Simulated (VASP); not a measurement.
# Cl on Cu(100): which site?, part 4 of 7

Which site of Cu(100) does Cl prefer, and what does it do to the work function?

VASP 6.6.1, plane waves and PAW; the level of theory is named at each step.

So far. Step 6 (Relaxing the atoms): The run ended after 3 ionic steps, 0.001 eV below its first step, once the forces on the free atoms met EDIFFG = -0.03. Step 6 (Relaxing the atoms): Energy at zero smearing: -3.82358 eV.

## 7. Relaxing the adsorbate, site ontop

This step: PBEsol, no spin polarisation; plane waves and PAW (Cu, Cl) (VASP 6.6.1).

System of this step: Cu16Cl (Cu(100)). The cell holds 17 atoms: 16 Cu and 1 Cl. Its edges and angles: a = 5.040 Å, b = 5.040 Å, c = 20.346 Å, α = 90.0°, β = 90.0°, γ = 90.0°. It derives from Cu. Cl over the ontop site of Cu(100). Vacuum lies along c.

The adsorbate starts over a high-symmetry site, and it relaxes with the upper layers within that symmetry.

INCAR reads:

```
SYSTEM = Cu16Cl
PREC = Normal
ENCUT = 330
EDIFF = 1E-05
NELM = 120
ISMEAR = 1
SIGMA = 0.15
LREAL = Auto
ALGO = Fast
GGA = PS
NBANDS = 113
LASPH = .TRUE.
LORBIT = 11
LWAVE = .FALSE.
LCHARG = .FALSE.
KPAR = 2
NCORE = 2
IBRION = 2
NSW = 50
ISIF = 2
EDIFFG = -0.03
POTIM = 0.4
MAXMIX = 40
IDIPOL = 3
LDIPOL = .TRUE.
DIPOL = 0.5 0.5 0.513
```

POSCAR reads:

```
Cu16Cl
1.0
    5.0400546950      0.0000000000      0.0000000000
    0.0000000000      5.0400546950      0.0000000000
    0.0000000000      0.0000000000     20.3457852786
Cu Cl
16 1
Selective dynamics
Direct
    0.2500000000      0.2500000000      0.3686267200  F F F
    0.7500000000      0.2500000000      0.3686267200  F F F
    0.2500000000      0.7500000000      0.3686267200  F F F
    0.7500000000      0.7500000000      0.3686267200  F F F
    0.0000000000      0.0000000000      0.4562089100  F F F
    0.5000000000      0.0000000000      0.4562089100  F F F
    0.0000000000      0.5000000000      0.4562089100  F F F
    0.5000000000      0.5000000000      0.4562089100  F F F
    0.2500000000      0.2500000000      0.5450946900  T T T
    0.7500000000      0.2500000000      0.5450946900  T T T
    0.2500000000      0.7500000000      0.5450946900  T T T
    0.7500000000      0.7500000000      0.5450946900  T T T
    0.0000000000      0.0000000000      0.6307197000  T T T
    0.5000000000      0.0000000000      0.6307197000  T T T
    0.0000000000      0.5000000000      0.6307197000  T T T
    0.5000000000      0.5000000000      0.6307197000  T T T
    0.0000000000      0.0000000000      0.7241051400  T T T
```

KPOINTS reads:

```
Automatic mesh
0
Gamma
5 5 1
0 0 0
```

PAW data sets: Cu and Cl (PBE family, release 64).

Started as:

```sh
$ mpirun -np 4 vasp_std
```

Log:

```text
[banner, memory and clock lines left out]
running    4 mpi-ranks, on    1 nodes
 distrk:  each k-point on    2 cores,    2 groups
 distr:  one band on    2 cores,    1 groups

 POSCAR found type information on POSCAR CuCl
 POSCAR found :  2 types and      17 ions
 [... a notice as in an earlier step ...]

 LDA part: xc-table for (Slater+PW92), standard interpolation
 POSCAR, INCAR and KPOINTS ok, starting setup
 FFT: planning ... GRIDC
 FFT: planning ... GRID_SOFT
 FFT: planning ... GRID
 WAVECAR not read
 entering main loop
       N       E                     dE             d eps       ncg     rms          rms(c)
DAV:   1     0.157505066339E+04    0.15751E+04   -0.59710E+04  1356   0.149E+03
DAV:   2     0.137200343089E+03   -0.14379E+04   -0.13872E+04  1356   0.385E+02
DAV:   3    -0.636121709135E+02   -0.20081E+03   -0.18608E+03  1504   0.191E+02
DAV:   4    -0.816137273769E+02   -0.18002E+02   -0.17313E+02  1863   0.613E+01
DAV:   5    -0.821066219939E+02   -0.49289E+00   -0.49195E+00  1704   0.110E+01    0.327E+01
RMM:   6    -0.733734791234E+02    0.87331E+01   -0.17987E+02  1364   0.103E+02    0.182E+01
RMM:   7    -0.663026011040E+02    0.70709E+01   -0.38369E+01  1362   0.513E+01    0.350E+00
RMM:   8    -0.664176826046E+02   -0.11508E+00   -0.30243E+00  1407   0.865E+00    0.352E+00
RMM:   9    -0.663469271497E+02    0.70755E-01   -0.98679E-01  1382   0.574E+00    0.124E+00
RMM:  10    -0.663541470541E+02   -0.72199E-02   -0.40655E-01  1686   0.242E+00    0.926E-01
RMM:  11    -0.663368327165E+02    0.17314E-01   -0.44644E-02  1415   0.113E+00    0.567E-01
RMM:  12    -0.663342458626E+02    0.25869E-02   -0.31815E-02  1379   0.108E+00    0.344E-01
RMM:  13    -0.663334924318E+02    0.75343E-03   -0.13668E-02  1375   0.744E-01    0.198E-01
RMM:  14    -0.663335138484E+02   -0.21417E-04   -0.71136E-03  1481   0.448E-01    0.100E-01
RMM:  15    -0.663336206822E+02   -0.10683E-03   -0.33346E-03  1833   0.204E-01    0.625E-02
RMM:  16    -0.663336316854E+02   -0.11003E-04   -0.49821E-04  1381   0.104E-01    0.574E-02
RMM:  17    -0.663337765332E+02   -0.14485E-03   -0.41322E-04  1379   0.110E-01    0.559E-02
RMM:  18    -0.663338004492E+02   -0.23916E-04   -0.14198E-04  1359   0.665E-02    0.369E-02
RMM:  19    -0.663338995227E+02   -0.99074E-04   -0.76108E-05  1206   0.422E-02    0.317E-02
RMM:  20    -0.663341399723E+02   -0.24045E-03   -0.12463E-04  1369   0.426E-02    0.154E-02
RMM:  21    -0.663341880797E+02   -0.48107E-04   -0.24513E-05   851   0.255E-02    0.146E-02
RMM:  22    -0.663342427991E+02   -0.54719E-04   -0.14641E-05   817   0.211E-02    0.108E-02
RMM:  23    -0.663343231765E+02   -0.80377E-04   -0.20652E-05   848   0.177E-02    0.461E-03
RMM:  24    -0.663343368443E+02   -0.13668E-04   -0.60528E-06   794   0.152E-02    0.290E-03
RMM:  25    -0.663343496301E+02   -0.12786E-04   -0.33292E-06   785   0.890E-03    0.265E-03
RMM:  26    -0.663343591732E+02   -0.95431E-05   -0.16627E-06   783   0.802E-03
   1 F= -.66334359E+02 E0= -.66333349E+02  d E =-.663344E+02
 curvature:   0.00 expect dE= 0.000E+00 dE for cont linesearch  0.000E+00
 trial: gam= 0.00000 g(F)=  0.134E+01 g(S)=  0.000E+00 ort = 0.000E+00 (trialstep = 0.100E+01)
 search vector abs. value=  0.134E+01
 bond charge predicted
       N       E                     dE             d eps       ncg     rms          rms(c)
DAV:   1    -0.658693112716E+02    0.46504E+00   -0.21374E+02  1581   0.438E+01    0.405E+00
RMM:   2    -0.668339641919E+02   -0.96465E+00   -0.87773E+00  1609   0.126E+01    0.293E+00
RMM:   3    -0.667043720702E+02    0.12959E+00   -0.15533E+00  1590   0.422E+00    0.153E+00
RMM:   4    -0.666936421543E+02    0.10730E-01   -0.22057E-01  1443   0.251E+00    0.109E+00
RMM:   5    -0.666690926664E+02    0.24549E-01   -0.84571E-02  1505   0.972E-01    0.645E-01
RMM:   6    -0.666627078272E+02    0.63848E-02   -0.66761E-02  1659   0.780E-01    0.247E-01
RMM:   7    -0.666647580396E+02   -0.20502E-02   -0.68199E-03  1382   0.415E-01    0.142E-01
RMM:   8    -0.666654420511E+02   -0.68401E-03   -0.32847E-03  1558   0.228E-01    0.749E-02
RMM:   9    -0.666657544093E+02   -0.31236E-03   -0.95050E-04  1581   0.132E-01    0.403E-02
RMM:  10    -0.666656756122E+02    0.78797E-04   -0.24118E-04  1524   0.582E-02    0.249E-02
RMM:  11    -0.666658286667E+02   -0.15305E-03   -0.21143E-04  1450   0.502E-02    0.174E-02
RMM:  12    -0.666658968422E+02   -0.68176E-04   -0.29489E-05   894   0.318E-02    0.798E-03
RMM:  13    -0.666659575047E+02   -0.60663E-04   -0.10145E-05   808   0.169E-02    0.510E-03
RMM:  14    -0.666659847695E+02   -0.27265E-04   -0.10736E-05   802   0.187E-02    0.538E-03
RMM:  15    -0.666659874141E+02   -0.26446E-05   -0.64954E-06   797   0.148E-02
   2 F= -.66665987E+02 E0= -.66663438E+02  d E =-.331628E+00
[... from here on, the cycles between the ionic steps are left out ...]
   3 F= -.66719808E+02 E0= -.66717779E+02  d E =-.385449E+00
   4 F= -.66719879E+02 E0= -.66717830E+02  d E =-.385520E+00
   5 F= -.66739386E+02 E0= -.66737188E+02  d E =-.195070E-01
   6 F= -.66753704E+02 E0= -.66751228E+02  d E =-.338248E-01
   7 F= -.66761453E+02 E0= -.66758722E+02  d E =-.774885E-02
   8 F= -.66771180E+02 E0= -.66767955E+02  d E =-.174755E-01
   9 F= -.66773645E+02 E0= -.66769433E+02  d E =-.199409E-01
  10 F= -.66775252E+02 E0= -.66771356E+02  d E =-.215473E-01
  11 F= -.66778069E+02 E0= -.66774019E+02  d E =-.281760E-02
  12 F= -.66778126E+02 E0= -.66774089E+02  d E =-.287451E-02
  13 F= -.66779963E+02 E0= -.66775777E+02  d E =-.183681E-02
  14 F= -.66780114E+02 E0= -.66775817E+02  d E =-.198770E-02
  15 F= -.66780489E+02 E0= -.66776005E+02  d E =-.374739E-03
  16 F= -.66780460E+02 E0= -.66775969E+02  d E =-.345806E-03
 curvature:  -2.76 expect dE=-0.316E-03 dE for cont linesearch -0.301E-04
 ZBRENT: interpolating
 opt :   2.7556  next Energy=   -66.780489 (dE=-0.375E-03)
 bond charge predicted
       N       E                     dE             d eps       ncg     rms          rms(c)
DAV:   1    -0.667804729881E+02   -0.18767E-04   -0.13856E-03  1439   0.110E-01    0.121E-02
RMM:   2    -0.667804787436E+02   -0.57555E-05   -0.23663E-05   826   0.280E-02
  17 F= -.66780479E+02 E0= -.66775996E+02  d E =-.364938E-03
 curvature:  -0.03 expect dE=-0.284E-05 dE for cont linesearch -0.830E-07
 trial: gam= 0.10475 g(F)=  0.811E-04 g(S)=  0.000E+00 ort = 0.550E-04 (trialstep = 0.271E+01)
 search vector abs. value=  0.107E-03
 reached required accuracy - stopping structural energy minimisation
```

It took 2.7 min on 4 MPI ranks of Intel Xeon 6975P-C (Granite Rapids), shared host; peak memory 0.85 GiB; 11 min of CPU time.

From OUTCAR (step 7):

```text
   k-points           NKPTS =      6   k-points in BZ     NKDIM =      6   number of bands    NBANDS=    113

   NELECT =     183.0000    total number of electrons

 dipolmoment           0.000000      0.000000      0.204552 electrons x Angstroem

 E-fermi :  -0.2555

 k-point     1 :       0.0000    0.0000    0.0000
  band No.  band energies     occupation
    ...
     89      -0.5650      2.01297
     90      -0.5467      2.01924
     91      -0.5467      2.01924
     92      -0.2785      1.25553
     93      -0.2745      1.21239
     94      -0.1159     -0.03269
     95       0.0001     -0.03671
     96       0.0001     -0.03671
     97       1.3930     -0.00000
     98       2.2857     -0.00000
    ...

  Total       -6.3001592     -6.3001592     -1.5647090      0.0000000      0.0000000      0.0000000
  in kB      -19.5306705    -19.5306705     -4.8506419      0.0000000      0.0000000      0.0000000
  external PRESSURE =     -14.6373276 kB  Pullay stress =       0.0000000 kB

 POSITION                                       TOTAL-FORCE (eV/Angst)
 -----------------------------------------------------------------------------------
      1.26001      1.26001      7.50000         0.017851      0.017851      0.191122
      3.78004      1.26001      7.50000        -0.017851      0.017851      0.191122
      1.26001      3.78004      7.50000         0.017851     -0.017851      0.191122
      3.78004      3.78004      7.50000        -0.017851     -0.017851      0.191122
      0.00000      0.00000      9.28193         0.000000     -0.000000     -0.235365
      2.52003      0.00000      9.28193        -0.000000     -0.000000     -0.199097
      0.00000      2.52003      9.28193         0.000000     -0.000000     -0.199097
      2.52003      2.52003      9.28193        -0.000000     -0.000000     -0.200824
      1.25296      1.25296     11.09244         0.001130      0.001130      0.007184
      3.78709      1.25296     11.09244        -0.001130      0.001130      0.007184
      1.25296      3.78709     11.09244         0.001130     -0.001130      0.007184
      3.78709      3.78709     11.09244        -0.001130     -0.001130      0.007184
      0.00000      0.00000     12.88261         0.000000     -0.000000     -0.024886
      2.52003      0.00000     12.86994         0.000000     -0.000000      0.022862
      0.00000      2.52003     12.86994        -0.000000      0.000000      0.022862
      2.52003      2.52003     12.78300         0.000000      0.000000      0.007498
      0.00000      0.00000     15.00423         0.000000     -0.000000      0.012827
 -----------------------------------------------------------------------------------
    total drift:                                0.000000      0.000000     -0.203796

  FREE ENERGIE OF THE ION-ELECTRON SYSTEM (eV)
  ---------------------------------------------------
  free  energy   TOTEN  =       -66.7804787436 eV

  energy  without entropy=      -66.7670319752  energy(sigma->0) =      -66.77599649

 vacuum level on the upper side and lower side of the slab         5.747         4.301

[... 8 parts as in an earlier step ...]

[... 9 further parts left out ...]
```

Its electron count is odd, so without a moment it is a metal by construction.

The steps of the relaxation:

| step | energy less that of the first step (eV) | largest force (eV/Å) |
| --- | --- | --- |
| 1 | 0.0000 | 4.4831 |
| 2 | -0.3316 | 1.4697 |
| 3 | -0.3854 | 0.4160 |
| 4 | -0.3855 | 0.4845 |
| 5 | -0.4050 | 0.3500 |
| 6 | -0.4193 | 0.1689 |
| 7 | -0.4271 | 0.1350 |
| 8 | -0.4368 | 0.1446 |
| 9 | -0.4393 | 0.2310 |
| 10 | -0.4409 | 0.2072 |
| 11 | -0.4437 | 0.1261 |
| 12 | -0.4438 | 0.1244 |
| 13 | -0.4456 | 0.0950 |
| 14 | -0.4458 | 0.0853 |
| 15 | -0.4461 | 0.0379 |
| 16 | -0.4461 | 0.0390 |
| 17 | -0.4461 | 0.0249 |

The atoms that moved most (Å):

| atom | dx | dy | dz | length |
| --- | --- | --- | --- | --- |
| Cl17 | 0.000 | 0.000 | 0.272 | 0.272 |
| Cu13 | 0.000 | 0.000 | 0.050 | 0.050 |
| Cu16 | 0.000 | 0.000 | -0.049 | 0.049 |
| Cu14 | 0.000 | 0.000 | 0.037 | 0.037 |
| Cu15 | 0.000 | 0.000 | 0.037 | 0.037 |
| Cu9 | -0.007 | -0.007 | 0.002 | 0.010 |
| Cu11 | -0.007 | 0.007 | 0.002 | 0.010 |
| Cu10 | 0.007 | -0.007 | 0.002 | 0.010 |

Final coordinates:

```xyz
17
Lattice="5.0401 0.0000 0.0000 0.0000 5.0401 0.0000 0.0000 0.0000 20.3458" Properties=species:S:1:pos:R:3
Cu    1.2600    1.2600    7.5000
Cu    3.7800    1.2600    7.5000
Cu    1.2600    3.7800    7.5000
Cu    3.7800    3.7800    7.5000
Cu    0.0000    0.0000    9.2819
Cu    2.5200    0.0000    9.2819
Cu    0.0000    2.5200    9.2819
Cu    2.5200    2.5200    9.2819
Cu    1.2530    1.2530   11.0924
Cu    3.7871    1.2530   11.0924
Cu    1.2530    3.7871   11.0924
Cu    3.7871    3.7871   11.0924
Cu    0.0000    0.0000   12.8826
Cu    2.5200    0.0000   12.8699
Cu    0.0000    2.5200   12.8699
Cu    2.5200    2.5200   12.7830
Cl    0.0000    0.0000   15.0042
```

Numbers from this step:

| Quantity | Value |
| --- | --- |
| electronic cycles | 155 |
| electrons | 183 |
| free energy (TOTEN) | -66.7805 eV |
| energy at zero smearing | -66.7760 eV |
| Fermi energy | -0.2555 eV |
| dipole moment | 0, 0, 0.2046 e·Å |

The run ended after 17 ionic steps, 0.446 eV below its first step, once the forces on the free atoms met EDIFFG = -0.03.

VASP counts the dipole in electrons times Å, so a positive number points the physical dipole along −c.

(Part 4 of 7 ends here.)

[Lines on the potential files, build, host, timing and source positions are cut from VASP's logs without a mark.]

[Logs are printed without paths, hosts, clocks, repeated set-up lines and the standing remarks that a program may print on its own settings, such as how far it seeks lower states.]

[Hosts, paths, dates, database ids (printed as entryN), source tags and the programs' standing remarks are cut or masked in the printed files.]

[Runs that stopped without an error message from VASP are left out.]
